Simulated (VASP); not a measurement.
Input of a VASP 6.6.1 run:

The input INCAR:

```
PREC = Accurate
ENCUT = 520
EDIFF = 1E-7
ISMEAR = 0
SIGMA = 0.05
LREAL = False
LASPH = True
NELM = 100
ALGO = Normal
ISIF = 2
LWAVE = False
LCHARG = False
NBANDS = 19
```

The input KPOINTS:

```
Automatic mesh
0
Gamma
  6 6 6
```

Contents of POSCAR:

```
CsCaH3
1.0
    4.8784344482      0.0000000000      0.0000000000
    0.0000000000      4.8784344482      0.0000000000
    0.0000000000      0.0000000000      4.1466692810
Cs Ca H
1 1 3
Direct
    0.0000000000      0.0000000000      0.0000000000
    0.5000000000      0.5000000000      0.5000000000
    0.5000000000      0.0000000000      0.5000000000
    0.0000000000      0.5000000000      0.5000000000
    0.5000000000      0.5000000000      0.0000000000
```

Potentials or basis: VASP PAW LDA potentials, release 64 (Cs_sv, Ca_sv, H).

Command:

```sh
$ cat potpaw_LDA.64/Cs_sv/POTCAR potpaw_LDA.64/Ca_sv/POTCAR potpaw_LDA.64/H/POTCAR > POTCAR
$ mpirun -np 1 vasp_std > vasp.out
```

Question: Predict the band gap on the k mesh.

Answer: 2.62 eV, direct.

Question: Estimate the pressure.

Answer: -1.5 GPa.

Stress tensor (GPa, compression positive):
```
-3.84  0.00  0.00
 0.00 -3.84  0.00
 0.00  0.00  3.07
```

Caveat: spin-orbit coupling is left out, which moves the levels of the heavy elements. A k mesh can miss the band edges.
